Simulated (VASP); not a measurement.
```xyz
8
Lattice="6.6321 0.0000 0.0000 0.0000 6.6321 0.0000 0.0000 0.0000 6.6321" Properties=species:S:1:pos:R:3 pbc="T T T"
K      0.0000     0.0000     0.0000
K      3.3161     3.3161     0.0000
K      3.3161     0.0000     3.3161
K      0.0000     3.3161     3.3161
Cl     3.3161     3.3161     3.3161
Br     0.0000     0.0000     3.3161
Br     0.0000     3.3161     0.0000
Br     3.3161     0.0000     0.0000
```

Level of theory: PBE GGA, VASP's PBE PAW potentials (set 64) (plane waves; VASP). Settings: 400 eV cut-off, 3×3×3 Γ-centred mesh, Gaussian smearing of 0.050 eV, potentials K_sv Cl Br.

Predict the energy per atom (σ→0), band gap (on the k-mesh) with the smallest direct gap where there is one.

```yaml
band gap (on the k-mesh): 4.46 eV
smallest direct gap (on the k-mesh): 4.46 eV
energy per atom (σ→0): -3.179 eV/atom
```

The absolute energy has meaning only against runs of the same code, potentials and settings.

The structure was generated: K4Br3Cl was put into an ordered model structure (Pm-3m), which need not be its known phase. It was relaxed first, which changed the volume by +5 %.
